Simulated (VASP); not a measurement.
# Pd2SBr2 (I4/mmm) in VASP: band structure with RPBE+D3(BJ)

Aim: the band structure of Pd2SBr2 with RPBE+D3(BJ).

All numbers are computed with VASP 6.6.1; they aren't measurements. Logs are shortened: lines on timing, memory, paths and dates and some standing lists are left out, and cuts for length are marked.

## (1) The undisturbed crystal

Symmetry: I4/mmm, No. 139, tetragonal system. The conventional cell has a = 4.552 Å, b = 4.552 Å, c = 11.589 Å, α = 90.00°, β = 90.00°, γ = 90.00°. Pd (site symmetry -4m2) has 4 Br at 2.63 Å as nearest neighbours. Around S (site symmetry 4/mmm) lie 8 Br at 3.59 Å and 8 Pd at 3.68 Å. Around Br (site symmetry 4mm) lie 4 Pd at 2.63 Å.

The cell was built by a generator and needn't be a form met in nature.

## (2) Band structure, RPBE+D3(BJ) (volume scaled by 1.08)

Input file run.py:

```python
from ase import Atoms
from ase.calculators.vasp import Vasp
from ase.dft.bandgap import bandgap

atoms = Atoms(
    ['Pd', 'Pd', 'S', 'Br', 'Br'],
    cell=[[-2.3351067098, 2.3351067098, 5.9450615032], [2.3351067098, -2.3351067098, 5.9450615032], [2.3351067098, 2.3351067098, -5.9450615032]],
    scaled_positions=[[0.75, 0.25, 0.5], [0.25, 0.75, 0.5], [0.0, 0.0, 0.0], [0.63643801, 0.63643801, 0.0], [0.36356199, 0.36356199, 0.0]],
    pbc=True,
)
calc = Vasp(
    directory='calc',
    xc='rpbe',
    pp='PBE',
    setups='recommended',
    prec='Accurate',
    encut=520,
    ediff=0.0001,
    ismear=0,
    sigma=0.05,
    lreal=False,
    lasph=True,
    nelm=60,
    algo='All',
    isif=2,
    lwave=False,
    lcharg=True,
    lmaxmix=4,
    ivdw=12,
    kpts=[8, 8, 8],
    gamma=True,
    nbands=28,
)
atoms.calc = calc

print('energy (eV):', atoms.get_potential_energy())
print('free energy (eV):', atoms.get_potential_energy(force_consistent=True))
efermi = calc.get_fermi_level()
print('Fermi level (eV):', efermi)
path = atoms.cell.bandpath(npoints=40, eps=1e-4)
print('path:', path.path)
calc.set(kpts=path.kpts, reciprocal=True, icharg=11, isym=0, lcharg=False)
calc.calculate(atoms)
print('gap on the path (eV):', bandgap(calc, efermi=efermi)[0])
print('direct gap on the path (eV):', bandgap(calc, efermi=efermi, direct=True)[0])
```

Potentials or basis: VASP PAW PBE potentials, release 64 (Pd, S, Br).

Command:

```bash
python run.py
```

The program printed:

```text
energy (eV): -18.716473039999997
free energy (eV): -18.72464058
Fermi level (eV): 2.73844503
path: GXYSGZS1NPY1Z,XP
gap on the path (eV): 0.0
direct gap on the path (eV): 0.0
```

OUTCAR:

```text
ENCUT = 520.000000
   EDIFF = 1.00e-04
   GGA = RP
   PREC = Accurate
   ICHARG = 11
   ISIF = 2
   ISMEAR = 0
   ISYM = 0
   NELM = 60
   IVDW = 12
   LASPH = .TRUE.
   LREAL = .FALSE.
 IVDW          = 12

 ion  position               nearest neighbor table
   1  0.750  0.250  0.500-   5 2.70   4 2.70   5 2.70   4 2.70   2 3.30   2 3.30   2 3.30   2 3.30

   2  0.250  0.750  0.500-   5 2.70   4 2.70   5 2.70   4 2.70   1 3.30   1 3.30   1 3.30   1 3.30

   3  0.000  0.000  0.000-
   4  0.636  0.636  0.000-   2 2.70   1 2.70   1 2.70   2 2.70
   5  0.364  0.364  0.000-   1 2.70   2 2.70   2 2.70   1 2.70

IMPORTANT INFORMATION: All symmetrisations will be switched off!
NOSYMM: (Re-)initialisation of all symmetry stuff for point group C_1.

----------------------------------------------------------------------------------------

                                     Primitive cell

  volume of cell :     129.6671

  direct lattice vectors                    reciprocal lattice vectors
    -2.335106710  2.335106710  5.945061503     0.000000000  0.214122977  0.084103419
     2.335106710 -2.335106710  5.945061503     0.214122977  0.000000000  0.084103419
     2.335106710  2.335106710 -5.945061503     0.214122977  0.214122977  0.000000000

  length of vectors
     6.800676655  6.800676655  6.800676655     0.230047896  0.230047896  0.302815618

  position of ions in fractional coordinates (direct lattice)
     0.750000000  0.250000000  0.500000000
     0.250000000  0.750000000  0.500000000
     0.000000000  0.000000000  0.000000000
     0.636438010  0.636438010  0.000000000
     0.363561990  0.363561990  0.000000000

  ion indices of the primitive-cell ions
   primitive index   ion index
                 1           1
                 2           2
                 3           3
                 4           4
                 5           5

----------------------------------------------------------------------------------------

 KPOINTS: KPOINTS created by Atomic Simulation Env

Read explicit list of k-points.

 Found     40 k-points:

 Following reciprocal coordinates:
            Coordinates               Weight
  0.000000  0.000000  0.000000      0.025000
 -0.100000  0.100000  0.000000      0.025000
 -0.200000  0.200000  0.000000      0.025000
 -0.300000  0.300000  0.000000      0.025000
 -0.400000  0.400000  0.000000      0.025000
 -0.500000  0.500000  0.000000      0.025000
[... 16 lines left out ...]
  0.000000  0.500000 -0.500000      0.025000
 -0.050000  0.550000 -0.450000      0.025000
 [... further k-points ...]
   k-points           NKPTS =     40   k-points in BZ     NKDIM =     40   number of bands    NBANDS=     28
   number of dos      NEDOS =    301   number of ions     NIONS =      5
   total plane-waves  NPLWV = 157464
   dimension x,y,z NGX =    54 NGY =   54 NGZ =   54
   dimension x,y,z NGXF=   108 NGYF=  108 NGZF=  108
   ions per type =               2   1   2
   NGX,Y,Z   is equivalent  to a cutoff of  13.20, 13.20, 13.20 a.u.
   NGXF,Y,Z  is equivalent  to a cutoff of  26.40, 26.40, 26.40 a.u.
 SYSTEM =  unknown system
   PREC   = accura    normal or accurate (medium, high low for compatibility)
   ISTART =      0    job   : 0-new  1-cont  2-samecut
   ICHARG =     11    charge: 1-file 2-atom 10-const
   ISPIN  =      1    spin polarized calculation?
   LNONCOLLINEAR =      F non collinear calculations
   LSORBIT =      F    spin-orbit coupling
   LASPH  =      T    aspherical Exc in radial PAW
   ENCUT  =  520.0 eV  38.22 Ry    6.18 a.u.  12.64 12.64 12.64*2*pi/ulx,y,z
   NELM   =     60;   NELMIN=  2; NELMDL=  0     # of ELM steps
   EDIFF  = 0.1E-03   stopping-criterion for ELM
   LREAL  =      F    real-space projection
   EDIFFG = 0.1E-02   stopping-criterion for IOM
   NSW    =      0    number of steps for IOM
   IBRION =     -1    ionic relax: 0-MD 1-quasi-New 2-CG
   NFREE  =      0    steps in history (QN), initial steepest desc. (CG)
   ISIF   =      2    stress and relaxation
   ISYM   =      0    0-nonsym 1-usesym 2-fastsym
   POTIM  = 0.5000    time-step for ionic-motion
   TEBEG  =    0.0;   TEEND  =   0.0 temperature during run
   PSTRESS=    0.0 pullay stress
   NELECT =      40.0000    total number of electrons
   NUPDOWN=      -1.0000    fix difference up-down
   EMIN   =  10.00;   EMAX   =-10.00  energy-range for DOS
   EFERMI =   0.00;   METHOD = LEGACY
   ISMEAR =     0;   SIGMA  =   0.05  broadening in eV -4-tet -1-fermi 0-gaus
   EFERMI_NEDOS =   21; number of points for ismear=-14 and -15
   IALGO  =     58    algorithm
   IMIX   =      4    mixing-type and parameters
     AMIX     =   0.40;   BMIX     =  1.00
     AMIX_MAG =   1.60;   BMIX_MAG =  1.00
  volume/ion in A,a.u.               =      25.93       175.01
  Fermi-wavevector in a.u.,A,eV,Ry     =   1.106161  2.090341 16.647973  1.223592
  Thomas-Fermi vector in A             =   2.242658
   LORBIT       =      0    0 simple, 1 ext, 2 COOP (PROOUT), +10 PAW based schemes
   GGA     = RP    functional components
   LHFCALC =     F    Hartree Fock is set to
   AEXX    =    0.0000 exact exchange contribution
   IVDW    =    12    specifies the selected vdW correction
   LEPSILON=     F    determine dielectric tensor
   LRPA    =     F    only Hartree local field effects (RPA)
 non-spin polarized calculation
 Gauss-broadening in eV      SIGMA  =   0.05
  energy-cutoff  :      520.00
  volume of cell :      129.67
 maximum number of plane-waves:      3534
 NGX is ok and might be reduce to    54

 number of electron      40.0000001 magnetization

 Free energy of the ion-electron system (eV)
  ---------------------------------------------------
  ext. energy  EPLUGINS =         0.00000000
  ---------------------------------------------------
  free energy    TOTEN  =       -12.65403497 eV

  energy without entropy =      -12.64227940  energy(sigma->0) =      -12.64815719

 E-fermi :   2.7587     XC(G=0):  -9.0840

 val. band max:        2.7563723293   @ k =  -0.0577   0.0577  -0.0577
 cond. band min:       2.7729638104   @ k =   0.0000   0.5000  -0.5000
 fundamental gap:      0.0165914811
 Fermi energy:         2.7586878180

 k-point     1 :       0.0000    0.0000    0.0000
  band No.  band energies     occupation
      1     -12.9233      2.00000
      2     -12.4861      2.00000
      3      -7.8949      2.00000
      4      -2.3427      2.00000
      5      -1.6717      2.00000
      6      -1.6717      2.00000
[... 20 lines left out ...]
     27      10.0242      0.00000
     28      10.0250      0.00000

 k-point     2 :      -0.1000    0.1000    0.0000
  band No.  band energies     occupation
      1     -12.9046      2.00000
      2     -12.4860      2.00000
      3      -7.8990      2.00000
      4      -2.3355      2.00000
      5      -1.6539      2.00000
      6      -1.6172      2.00000
[... 20 lines left out ...]
     27       9.8997      0.00000
     28      10.3556      0.00000

 k-point     3 :      -0.2000    0.2000    0.0000
  band No.  band energies     occupation
      1     -12.8561      2.00000
      2     -12.4859      2.00000
      3      -7.9033      2.00000
      4      -2.2696      2.00000
      5      -1.6133      2.00000
      6      -1.5790      2.00000
[... 20 lines left out ...]
     27      10.0425      0.00000
     28      10.3802      0.00000

 k-point     4 :      -0.3000    0.3000    0.0000
  band No.  band energies     occupation
      1     -12.7973      2.00000
      2     -12.4860      2.00000
      3      -7.8940      2.00000
      4      -2.2064      2.00000
      5      -1.7839      2.00000
      6      -1.5975      2.00000
[... 20 lines left out ...]
     27      10.4223      0.00000
     28      10.5648      0.00000

 k-point     5 :      -0.4000    0.4000    0.0000
  band No.  band energies     occupation
      1     -12.7509      2.00000
      2     -12.4862      2.00000
      3      -7.8728      2.00000
      4      -2.3171      2.00000
      5      -2.0314      2.00000
      6      -1.5623      2.00000
[... 20 lines left out ...]
     27      11.1220      0.00000
     28      11.6419      0.00000

 k-point     6 :      -0.5000    0.5000    0.0000
  band No.  band energies     occupation
      1     -12.7334      2.00000
      2     -12.4864      2.00000
      3      -7.8610      2.00000
      4      -2.4019      2.00000
      5      -2.1252      2.00000
      6      -1.5601      2.00000
[... 463 lines left out ...]
      5      -1.8329      2.00000
      6      -1.5688      2.00000
[... 20 lines left out ...]
     27       9.5186      0.00000
     28      10.0555      0.00000

 k-point    22 :       0.2886    0.7114   -0.7114
  band No.  band energies     occupation
      1     -12.7628      2.00000
      2     -12.5569      2.00000
      3      -7.9269      2.00000
      4      -1.8454      2.00000
      5      -1.8294      2.00000
      6      -1.6276      2.00000
[... 20 lines left out ...]
     27      10.2701      0.00000
     28      10.3649      0.00000

 k-point    23 :       0.0000    0.5000   -0.5000
  band No.  band energies     occupation
      1     -12.7803      2.00000
      2     -12.5319      2.00000
      3      -7.9258      2.00000
      4      -2.0290      2.00000
      5      -1.7041      2.00000
      6      -1.5546      2.00000
[... 20 lines left out ...]
     27       9.9513      0.00000
     28      10.5812      0.00000

 k-point    24 :      -0.0500    0.5500   -0.4500
  band No.  band energies     occupation
      1     -12.7759      2.00000
      2     -12.5276      2.00000
      3      -7.9198      2.00000
      4      -2.0279      2.00000
      5      -1.7897      2.00000
      6      -1.6347      2.00000
[... 20 lines left out ...]
     27      10.1132      0.00000
     28      10.5810      0.00000

 [... further k-points ...]

------------------------ aborting loop because EDIFF is reached ----------------------------------------

 Edisp (eV)   -6.04272

 E8    (eV) :    -3.6480

  FORCE on cell =-STRESS in cart. coord.  units (eV):
  Direction    XX          YY          ZZ          XY          YZ          ZX
  --------------------------------------------------------------------------------------
  -------------------------------------------------------------------------------------
  Total      -3.80566    -9.34548    -6.47497     0.29953    -0.01105     0.00298
  in kB     -47.02308  -115.47350   -80.00532     3.70098    -0.13654     0.03687
  external pressure =      -80.83 kB  Pullay stress =        0.00 kB

 VOLUME and BASIS-vectors are now :
 -----------------------------------------------------------------------------
  energy-cutoff  :      520.00
  volume of cell :      129.67
      direct lattice vectors                 reciprocal lattice vectors
    -2.335106710  2.335106710  5.945061503     0.000000000  0.214122977  0.084103419
     2.335106710 -2.335106710  5.945061503     0.214122977  0.000000000  0.084103419
     2.335106710  2.335106710 -5.945061503     0.214122977  0.214122977  0.000000000

 POSITION                                       TOTAL-FORCE (eV/Angst)
 -----------------------------------------------------------------------------------
      0.00000      2.33511      2.97253         0.005040      0.094974      0.380024
      2.33511      0.00000      2.97253        -0.004856     -0.094942     -0.380244
      0.00000      0.00000      0.00000        -0.000102     -0.000150      0.000237
      0.00000      0.00000      7.56733        -0.001223      0.017380      0.199518
      0.00000      0.00000      4.32280         0.001140     -0.017262     -0.199535
 -----------------------------------------------------------------------------------
    total drift:                                0.000058     -0.000608     -0.000223

  FREE ENERGIE OF THE ION-ELECTRON SYSTEM (eV)
  ---------------------------------------------------
  free  energy   TOTEN  =       -18.6967522864 eV

  energy  without entropy=      -18.6849967161  energy(sigma->0) =      -18.69087450
```

INCAR:

```text
ENCUT = 520.000000
SIGMA = 0.050000
EDIFF = 1.00e-04
ALGO = All
GGA = RP
PREC = Accurate
ICHARG = 11
ISIF = 2
ISMEAR = 0
ISYM = 0
LMAXMIX = 4
NBANDS = 28
NELM = 60
IVDW = 12
LASPH = .TRUE.
LCHARG = .FALSE.
LWAVE = .FALSE.
LREAL = .FALSE.
```

Run time: 4.3 min. Hardware: 1 thread of Intel Xeon 6975P-C (Granite Rapids), shared host; peak memory 0.59 GiB.

These settings aren't checked as converged (typed here: ALGO = All; EDIFF = 0.0001): the numbers below hold their error.

Results:

* Band gap along the path: none (metal or under the smearing width)
* Dispersion energy per atom: -1.209 eV

Caveat: the log is that of the step along the path at fixed density, whose energy, stress, charges and moments have no meaning; the PAW data sets were made with another functional, which shifts forces and pressure a little; pairwise dispersion overbinds metals, which lowers pressure and volume.
